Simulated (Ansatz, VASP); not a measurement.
# MgO (MgO (Fm-3m)) in two plane-wave programs

Wanted: the spread between two codes on one cell, functional and k mesh. The cell is taken from a series of runs on this material, whose earlier steps may have relaxed, scaled, displaced or heated it; both programs get it as it stands.

Calculated with Ansatz 0.2.0; plane waves, with VASP 6.6.1 beside it; single point at HSE06 form with 10 % exact exchange with an exact-exchange share of 0.1.

**1. The structure**

Symmetry: Fm-3m, No. 225, cubic system. Conventional cell: a = 4.215 Å, b = 4.215 Å, c = 4.215 Å, α = 90.00°, β = 90.00°, γ = 90.00°. Nearest to Mg lie 6 O at 2.11 Å. Nearest to O lie 6 Mg at 2.11 Å. Farther neighbours and most contacts between anions are not listed.

Coordinates:

```cif
data_structure
_symmetry_space_group_name_H-M 'Fm-3m'
_symmetry_Int_Tables_number 225
_cell_length_a 4.2149
_cell_length_b 4.2149
_cell_length_c 4.2149
_cell_angle_alpha 90.000
_cell_angle_beta 90.000
_cell_angle_gamma 90.000
_cell_volume 74.88
loop_
_atom_site_label
_atom_site_type_symbol
_atom_site_symmetry_multiplicity
_atom_site_Wyckoff_symbol
_atom_site_fract_x
_atom_site_fract_y
_atom_site_fract_z
_atom_site_occupancy
Mg1 Mg 4 a 0.00000 0.00000 0.00000 1
O1 O 4 b 0.50000 0.00000 0.00000 1
```

**2. VASP: single point, HSE06 form with 10 % exact exchange with an exact-exchange share of 0.1**

With cell and atoms fixed, the geometry can't cause a difference; cores, projectors, grids and the points listed under the comparison can.

Lines of VASP's logs that name or quote its potential files are left out, and so is its time.

The run reads the wave functions of an earlier VASP run, which isn't shown here.

INCAR

```
SYSTEM = MgO
PREC = Accurate
ENCUT = 520
EDIFF = 1E-06
NELM = 100
ISMEAR = 0
SIGMA = 0.01
LREAL = .FALSE.
ALGO = Normal
LHFCALC = .TRUE.
AEXX = 0.1
GGA = PE
HFSCREEN = 0.208
LASPH = .TRUE.
NBANDS = 10
PRECFOCK = Fast
LORBIT = 11
LWAVE = .FALSE.
LCHARG = .FALSE.
ISIF = 2
ISYM = 0
```

POSCAR

```
MgO
1.0
    0.0000000000      2.1074328500      2.1074328500
    2.1074328500      0.0000000000      2.1074328500
    2.1074328500      2.1074328500      0.0000000000
Mg O
1 1
Direct
    0.0000000000      0.0000000000      0.0000000000
    0.5000000000      0.5000000000      0.5000000000
```

KPOINTS

```
Automatic mesh
0
Gamma
3 3 4
0.25 0.25 0.25
```

The projector-augmented-wave data sets are Mg and O (PBE family, release 64).

Started as:

```bash
$ export OMP_NUM_THREADS=3
$ mpirun -np 1 vasp_std
```

Numbers of over 12 decimals in the logs are rounded to 6 here.

The log of the run:

```text
[banner, memory and clock lines left out]
running    1 mpi-ranks, on    1 nodes
 distrk:  each k-point on    1 cores,    1 groups
 distr:  one band on    1 cores,    1 groups
 Offloading initialized ...    1 GPUs detected
 POSCAR found type information on POSCAR MgO
 POSCAR found :  2 types and       2 ions
 LDA part: xc-table for (Slater+PW92), standard interpolation
|                                                                             |
|           W    W    AA    RRRRR   N    N  II  N    N   GGGG   !!!           |
|           W    W   A  A   R    R  NN   N  II  NN   N  G    G  !!!           |
|           W    W  A    A  R    R  N N  N  II  N N  N  G       !!!           |
|           W WW W  AAAAAA  RRRRR   N  N N  II  N  N N  G  GGG   !            |
|           WW  WW  A    A  R   R   N   NN  II  N   NN  G    G                |
|           W    W  A    A  R    R  N    N  II  N    N   GGGG   !!!           |
|                                                                             |
|     Your reciprocal lattice and k-lattice belong to different lattice       |
|     classes:                                                                |
|                                                                             |
|        The reciprocal lattice is body-centered cubic,                       |
|        whereas your k-lattice is base-centered monoclinic.                  |
|                                                                             |
|     Results are often still useful ...                                      |
|                                                                             |

 found WAVECAR, reading the header
 POSCAR, INCAR and KPOINTS ok, starting setup
 FFT: planning ... GRIDC
 FFT: planning ... GRID_SOFT
 FFT: planning ... GRID
 reading WAVECAR
 the WAVECAR file was read successfully
 initial charge from wavefunction
 entering main loop
       N       E                     dE             d eps       ncg     rms          rms(c)
DAV:   1    -0.128092707163E+02   -0.12809E+02   -0.56106E-02   720   0.162E+00    0.120E-01
DAV:   2    -0.128092521481E+02    0.18568E-04   -0.38676E-04   792   0.163E-01    0.806E-02
DAV:   3    -0.128092012366E+02    0.50911E-04   -0.31322E-05   758   0.396E-02    0.510E-02
DAV:   4    -0.128091832714E+02    0.17965E-04   -0.46729E-06   778   0.257E-02    0.301E-02
DAV:   5    -0.128091771680E+02    0.61034E-05   -0.20981E-06   744   0.174E-02    0.176E-02
DAV:   6    -0.128091751217E+02    0.20463E-05   -0.77927E-07   382   0.101E-02    0.105E-02
DAV:   7    -0.128091744288E+02    0.69289E-06   -0.34022E-07   378   0.700E-03
   1 F= -.12809174E+02 E0= -.12809174E+02  d E =-.105459E-60
```

OUTCAR, selected parts (step 2):

```text
ion  position               nearest neighbor table
   1  0.000  0.000  0.000-   2 2.11   2 2.11   2 2.11   2 2.11   2 2.11   2 2.11
   2  0.500  0.500  0.500-   1 2.11   1 2.11   1 2.11   1 2.11   1 2.11   1 2.11

 Found     36 irreducible k-points:

   k-points           NKPTS =     36   k-points in BZ     NKDIM =     36   number of bands    NBANDS=     10

   dimension x,y,z NGX =    24 NGY =   24 NGZ =   24
   dimension x,y,z NGXF=    48 NGYF=   48 NGZF=   48

   ENCUT  =  520.0 eV  38.22 Ry    6.18 a.u.   5.54  5.54  5.54*2*pi/ulx,y,z

   NELECT =       8.0000    total number of electrons

 k-points in reciprocal lattice and weights: Automatic mesh
   0.08333333  0.08333333  0.06250000       0.028
   0.41666667  0.08333333  0.06250000       0.028
  -0.25000000  0.08333333  0.06250000       0.028
   0.08333333  0.41666667  0.06250000       0.028
   0.41666667  0.41666667  0.06250000       0.028
  -0.25000000  0.41666667  0.06250000       0.028
   0.08333333 -0.25000000  0.06250000       0.028
   0.41666667 -0.25000000  0.06250000       0.028
  -0.25000000 -0.25000000  0.06250000       0.028
[...]
0.41666667 -0.25000000 -0.18750000       0.028
  -0.25000000 -0.25000000 -0.18750000       0.028

  exchange ACFDT corr.  =         0.00000000  see jH, gK, PRB 81, 115126

 average (electrostatic) potential at core
       1 -33.3524       2 -67.1017

 E-fermi :   2.7625

 k-point     1 :       0.0833    0.0833    0.0625
  band No.  band energies     occupation
      1     -15.1231      2.00000
      2       2.2633      2.00000
      3       2.6257      2.00000
      4       2.6477      2.00000
      5       8.4939      0.00000
      6      18.3533      0.00000
      7      19.4032      0.00000
      8      19.4036      0.00000
      9      24.2615      0.00000
    ...

 k-point     2 :       0.4167    0.0833    0.0625
  band No.  band energies     occupation
      1     -14.1007      2.00000
      2      -1.3677      2.00000
      3       1.8639      2.00000
      4       2.1214      2.00000
      5      11.4401      0.00000
      6      15.7904      0.00000
      7      19.3532      0.00000
      8      20.1284      0.00000
      9      24.1816      0.00000
    ...

 k-point     3 :      -0.2500    0.0833    0.0625
  band No.  band energies     occupation
      1     -14.3577      2.00000
      2      -0.6508      2.00000
      3       2.0753      2.00000
      4       2.1791      2.00000
      5      11.1136      0.00000
      6      15.6673      0.00000
      7      19.6822      0.00000
      8      20.2232      0.00000
      9      23.0166      0.00000
    ...

  Total        0.1716733      0.1716735      0.1291296     -0.0571947     -0.0032226     -0.0032227
  in kB       14.6933915     14.6934132     11.0521095     -4.8952503     -0.2758179     -0.2758268
  external PRESSURE =      13.4796381 kB  Pullay stress =       0.0000000 kB

  energy-cutoff  :      520.00
  volume of cell :       18.72
      direct lattice vectors                 reciprocal lattice vectors
     0.000000000  2.107432850  2.107432850    -0.237255484  0.237255484  0.237255484
     2.107432850  0.000000000  2.107432850     0.237255484 -0.237255484  0.237255484
     2.107432850  2.107432850  0.000000000     0.237255484  0.237255484 -0.237255484

 POSITION                                       TOTAL-FORCE (eV/Angst)
 -----------------------------------------------------------------------------------
      0.00000      0.00000      0.00000         0.000002     -0.000002      0.000000
      2.10743      2.10743      2.10743        -0.000002      0.000002     -0.000000
 -----------------------------------------------------------------------------------
    total drift:                                0.000004     -0.000006      0.000000

  FREE ENERGIE OF THE ION-ELECTRON SYSTEM (eV)
  ---------------------------------------------------
  free  energy   TOTEN  =       -12.8091744288 eV

  energy  without entropy=      -12.8091744288  energy(sigma->0) =      -12.80917443

 total charge
# of ion       s       p       d       tot
------------------------------------------
    1        0.146   0.177   0.078   0.402
    2        1.543   3.572   0.000   5.115
--------------------------------------------------
tot          1.689   3.750   0.078   5.517

[... 3 further parts left out ...]
```

The run ends at a pressure of 1.35 GPa.

**3. Ansatz: single point, HSE06 form with 10 % exact exchange with an exact-exchange share of 0.1**

Ansatz runs on its PAW soft_1 files.

The same cell, functional and mesh now go to Ansatz.

input.yaml

```yaml
crystal:
  lattice:
    - [0.0, 2.10743285, 2.10743285]
    - [2.10743285, 0.0, 2.10743285]
    - [2.10743285, 2.10743285, 0.0]
  atoms:
    - { symbol: Mg, position: [0.0, 0.0, 0.0] }
    - { symbol: O, position: [0.5, 0.5, 0.5] }
basis:
  ecutwfc: 420.0
  ecutrho_ratio: 4
  xc_grid: 2
  fft_grid_basis: typed
  precision: f64
kpoints:
  mp_grid: { grid: [3, 3, 4], shift: [0.25, 0.25, 0.25] }
  band_path: { path: [VBM, CBM], npoints: 1 }
hamiltonian:
  xc: { preset: hse06, exx: 0.1 }
  pseudopotentials:
    kind: paw
    azcp: { folder: soft_1, O: "soft_1/O.paw.azcp", Mg: "soft_1/Mg.paw.azcp" }
scf:
  max_iter: 80
  occupations: { method: fixed }
output:
  forces: true
checkpoint:
  write: "../host.a10.run"
  compress: false
  write_wavefunctions: true
  write_every: 100000
```

Started as:

```bash
$ ansatz run input.yaml --threads 32 --pin off --max-ram 84787MiB --backend cuda --events-out ev --progress --plain --runs-dir out --max-vram 78GiB
```

The log of the run:

```text
Warning: kpoints.mp_grid.shift: disabling space-group detection — at a shift other than 0 and half a step a hybrid functional's run that is held to the crystal's symmetry can end above its lowest state, and by default nothing tells of it, so the full k-mesh is solved, and no spatial operation symmetrises the density, except that the density of a phonon batch's undisplaced supercell is averaged over the supercell's ow
exact exchange: scf.exx.singularity resolves to wigner_seitz, which cuts the screened interaction at the faces of the exchange supercell's Wigner-Seitz cell, so that each pair interacts once, at the shortest of its separations (the periodic images that this leaves out come, for a point-like exchange hole, to about 0.009 eV on a filled level). The cut falls within the interaction's reach, and what an exchange supercel
Engine: ansatz 0.2.0, aarch64-unknown-linux-gnu
Pseudopotentials: kind: paw
Pseudopotential: Mg, paw, valence charge 10, recommended cutoff 420 eV (normal), soft_1/Mg.paw.azcp
Pseudopotential: O, paw, valence charge 6, recommended cutoff 420 eV (normal), soft_1/O.paw.azcp
Functional definition: unnamed
  parameter a_1 = 0.1
  parameter omega_1 = 0.207870/angstrom
  exchange = pbe_x + (-a_1)*pbe_x_sr(omega_1) + a_1*exact_x_sr(omega_1)
  correlation = pbe_c
davidson cushion auto → on  (no smearing: the cushion is to keep the highest requested band from converging to the state above it; pin scf.eigensolver.cushion to override)
[...]
Crystal: 2 atoms, lattice volume = 18.719 Å³
Basis set: ecut = 420 eV, 339 PW (Γ), exchange–correlation on 40×40×40 points (8 copies of the dense FFT grid, shifted against one another)
Bands: 12, of which v1, the nominal top of the filled ones, is band 8 counted from 1 (7 counted from 0)
Symmetry: 1 space group operations
k-points: 36
Non-local potential: Mg, projectors of the file, l = 0: 3, l = 1: 2, l = 2: 1
Non-local potential: O, projectors of the file, l = 0: 2, l = 1: 2, l = 2: 1
PAW form: soft (Blöchl's): semilocal exchange-correlation on the pseudo side does not see the compensation charge
PAW frozen core: Mg, regenerated for the run's functional, and the local potential with it (the file was generated under x = pbe(κ = 0.804, μ = 0.219515), c = pbe(β = 0.066725))
PAW frozen core: O, regenerated for the run's functional, and the local potential with it (the file was generated under x = pbe(κ = 0.804, μ = 0.219515), c = pbe(β = 0.066725))
PAW one-centre angular grid: Mg, 110 points (default); XC on 96 Gauss nodes
PAW one-centre angular grid: O, 110 points (default); XC on 96 Gauss nodes
Initial density: superposition of atomic densities (chi_scale 0.1, normalization cell, long waves kept (reshape's long-wave potential 0.00 eV rms))
Initial wavefunctions: pseudopotential atomic-orbital guess
[...]
Functional: x = pbe(κ = 0.804, μ = 0.219515), c = pbe(β = 0.066725), warm-up for x = pbe(κ = 0.804, μ = 0.219515) + 0.1 (exact − pbe) at short range (hse, ω = 0.207870 Å⁻¹), c = pbe(β = 0.066725)
SCF iter   1: F=—  HF=-2494.067418 eV  |Δ(HF+E_count)|=         —  Δρ=7.12e-2  dr2=5.05e-1  Hψ=1549
preconditioner: auto → none  [insulator: Δε(μ)=4.846 eV  Ē_g=18.319 eV  n_scr=8 (ndim 8)  ℏωp=24.3 eV  f_vac=0.000]
SCF iter   2: F=—  HF=-2494.064861 eV  |Δ(HF+E_count)|=   2.56e-3  Δρ=2.86e-2  dr2=8.22e-2  Hψ=1164
[...]
SCF iter   4: F=-2494.117840 eV  HF=-2494.118689 eV  |Δ(HF+E_count)|=   3.48e-3  Δρ=2.88e-3  dr2=1.04e-3  Hψ=1294
SCF 1 stopped early in 4 iterations: F = -2494.117840 eV  dr2 = 1.04e-3
  greatest PAW one-centre occupation: 1.000 electrons in one spin orbital (limit 2), on the Mg atom at site 0 (counted from 0), in its partial waves of l = 0
[...]
Exchange kernel: α = 0.1000, screened, ω = 0.2079 Å⁻¹, Wigner–Seitz truncation, v(0) = 840.4707 eV·Å³, q-mesh 3×3×4, nearest image of the exchange supercell L = 8.94 Å, pair-density grid 12×12×12, without the augmentation charges, whose exchange is taken in its separable form by FFT convolution over the k-point mesh (sized by the pseudopotential files, 18×18×18 at the most), smooth part of the exact exchange by densi
Frozen-core exchange: fock
SCF iter   1: F=—  HF=-2494.193511 eV  |Δ(HF+E_count)|=         —  Δρ=4.80e-3  dr2=1.47e-3  Hψ=1469
preconditioner: auto → none  [insulator: Δε(μ)=5.840 eV  Ē_g=19.497 eV  n_scr=8 (ndim 8)  ℏωp=24.3 eV  f_vac=0.000]
SCF iter   2: F=—  HF=-2494.193090 eV  |Δ(HF+E_count)|=   4.21e-4  Δρ=1.12e-3  dr2=3.59e-4  Hψ=1162
[...]
SCF iter   8: F=-2494.193443 eV  HF=-2494.193443 eV  |Δ(HF+E_count)|=   4.02e-8  Δρ=3.41e-6  dr2=3.12e-9  Hψ=1239
SCF 2 converged in 8 iterations: F = -2494.193443 eV  dr2 = 3.12e-9
  Residual-converged pass: ⟨swp⟩=2.6  Hψ=860  notcnv=0  max |occ|·‖R‖ = 6.2e-6 eV (tolerance 6.7e-6 eV)  dr2=3.12e-9  dr2_onsite=1.37e-10  max |Δocc| = 0.0e0
hybrid outer 1: dexx = +2.729e-4 eV, tail = 9.11e-7 eV
[...]
Exchange kernel: α = 0.1000, screened, ω = 0.2079 Å⁻¹, Wigner–Seitz truncation, v(0) = 840.4707 eV·Å³, q-mesh 3×3×4, nearest image of the exchange supercell L = 8.94 Å, pair-density grid 12×12×12, without the augmentation charges, whose exchange is taken in its separable form by FFT convolution over the k-point mesh (sized by the pseudopotential files, 18×18×18 at the most), smooth part of the exact exchange by densi
Frozen-core exchange: fock
SCF iter   1: F=—  HF=-2494.193443 eV  |Δ(HF+E_count)|=         —  Δρ=1.40e-5  dr2=3.49e-8  Hψ=1008
[...]
SCF iter   2: F=-2494.193443 eV  HF=-2494.193443 eV  |Δ(HF+E_count)|=   8.59e-9  Δρ=2.12e-6  dr2=2.84e-10  Hψ=1350
SCF 3 converged in 2 iterations: F = -2494.193443 eV  dr2 = 2.84e-10
  Residual-converged pass: ⟨swp⟩=3.0  Hψ=1094  notcnv=0  max |occ|·‖R‖ = 1.1e-6 eV (tolerance 1.3e-6 eV)  dr2=2.83e-10  dr2_onsite=6.44e-11  max |Δocc| = 0.0e0
hybrid outer 2: dexx = +1.160e-9 eV, tail = 7.42e-10 eV, Δε = 4.48e-4 eV (about 2.70e-5 eV left of the loop's levels), ΔF = 1.94e-5 eV/Å (tail 6.10e-5)
[...]
NSCF: frozen V_eff on 216 k-points, pencils in batches of 32, up to order 56
[...]
NSCF: frozen V_eff on 216 k-points, pencils in batches of 32, up to order 56
[...]
NSCF: frozen V_eff on 64 k-points, pencils in batches of 32, up to order 56
[...]
NSCF: frozen V_eff on 14 k-points, pencils in batches of 32, up to order 56
[...]
NSCF: frozen V_eff on 14 k-points, pencils in batches of 32, up to order 56
[...]
NSCF: frozen V_eff on 14 k-points, pencils in batches of 32, up to order 56
[...]
NSCF: frozen V_eff on 14 k-points, pencils in batches of 32, up to order 56
[...]
NSCF: frozen V_eff on 14 k-points, pencils in batches of 32, up to order 56
[...]
NSCF: frozen V_eff on 6 k-points
[...]
NSCF: frozen V_eff on 2 k-points
hybrid SCF converged: 2 outer / 10 inner (+4 warm-up), last move |dexx| = 1.16e-9 eV, tail = 7.42e-10 eV
Stability not checked: this state was not tested for a lower state beside it, because the functional holds exact exchange (a hybrid, or Hartree-Fock), whose exchange loop this test does not read (fock_operator; see scf.lower_state_search)
Free energy (F): -2494.193443 eV
Frozen-core exchange: fock
Harris-Foulkes:  -2494.193443 eV  (|F-HF|=5.16e-10)
Internal energy: -2494.193443 eV  (E = F + TS)
E sigma→0 (E₀):  -2494.193443 eV
Fermi energy:    7.507249 eV
--- Per-component energies (eV) ---
  E_band       = -312.951521
  E_kinetic    = 243.966659
  E_local      = -1694.440444  (includes V_loc(G=0)·N_el)
  E_nonlocal   = 246.080912
  E_hartree    = 562.758161
  E_xc         = -92.889201
  E_vxc        = -118.619796  (∫ρ·V_xc dr)
  E_exx        = -28.552105  (= α·E_x^exact, valence–valence)
  E_paw        = -442.584616  (= ΣΔE_a)
  E_vpaw       = -58.351520  (= ΣTr[D̂ρ^β])
  E_aug_tail   = 0.000720  (compensation charges beyond the density's cutoff)
  E_ewald      = -1288.509014
  E_core_change = -0.024514  (= ΣΔE_core)
  E_smearing   = -0.000000  (= −TS)
  E_closure    = -0.000000  (closes the sum)
  Σ components = -2494.193443   (vs F -2494.193443, Δ=9.09e-13)
--- Forces (eV/Å), atoms counted from 1 ---
  atom   1  Mg     0.00000084    -0.00000011     0.00000008
  atom   2  O      0.00000109    -0.00000069     0.00000054
  max |Σ_I F_I| component: 1.93e-6 eV/Å
--- Band table (eV; the first three rows and the last of 36) ---
  k-point 0: bands = ["-66.4952", "-32.4838", "-32.4789", "-32.4783", "-10.2482", "7.1272", "7.4878", "7.5072", "13.3761", "23.2225"]
  k-point 1: bands = ["-66.4909", "-32.5244", "-32.4878", "-32.4805", "-9.6219", "4.7247", "6.8947", "7.2123", "15.7112", "20.6764"]
  k-point 2: bands = ["-66.4869", "-32.5625", "-32.4903", "-32.4868", "-8.9513", "2.9249", "6.6169", "6.8263", "16.4957", "20.9664"]
  k-point 35: bands = ["-66.4918", "-32.5166", "-32.4833", "-32.4823", "-9.7572", "5.1124", "7.1492", "7.1960", "15.3005", "20.8986"]
  guard bands above this table: 2 of the run's 12 bands. The solve was not asked for them (output.publish_guard_bands: true or output.eigenvalues: true publishes all)
```

Reading the cycles: dr2 is the Hartree energy of the density residual (eV), the measure of convergence; HF is the Harris–Foulkes estimate of the energy, which meets the free energy F at convergence.

**4. Comparison**

Known differences besides the potentials themselves: exact exchange at q = 0 is treated differently, which shows on coarse meshes; VASP keeps PBE cores, Ansatz makes them for the functional; fixed occupations in Ansatz, narrow Gaussian smearing in VASP; the data sets hold 16 valence electrons in Ansatz (on its PAW soft_1 files) and 8 in VASP; the cutoff is 420 eV in Ansatz and 520 eV in VASP; VASP takes a coarser grid for exact exchange (PRECFOCK = Fast). Total energies have different zeros and are not compared.

Compared:

```
              quantity  Ansatz   VASP  difference
gap on the k mesh (eV)   5.869  5.846      +0.023
```

A gap on the mesh is an upper bound, since the band edges may lie between its points.

**5. What came out**

| Property | Result |
| --- | --- |
| difference in gap on the k mesh (single point, HSE06 form with 10 % exact exchange with an exact-exchange share of 0.1) | 0.023 eV |

**Reading.** The difference in gap on the k mesh is 0.023 eV (single point, HSE06 form with 10 % exact exchange with an exact-exchange share of 0.1), within the 0.08 eV picked in this series as the mark of a large difference. The data sets hold unlike numbers of valence electrons (16 in Ansatz and 8 in VASP), so part of the differences comes from the potentials. How closely two codes agree says nothing of how well the functional describes the real material.

[Lines on the potential files, build, host, timing and source positions are cut from VASP's logs without a mark.]

[Logs are printed without paths, hosts, clocks, repeated set-up lines and the standing remarks that a program may print on its own settings, such as how far it seeks lower states.]

[Hosts, paths, dates, database ids (printed as entryN), source tags and the programs' standing remarks are cut or masked in the printed files.]
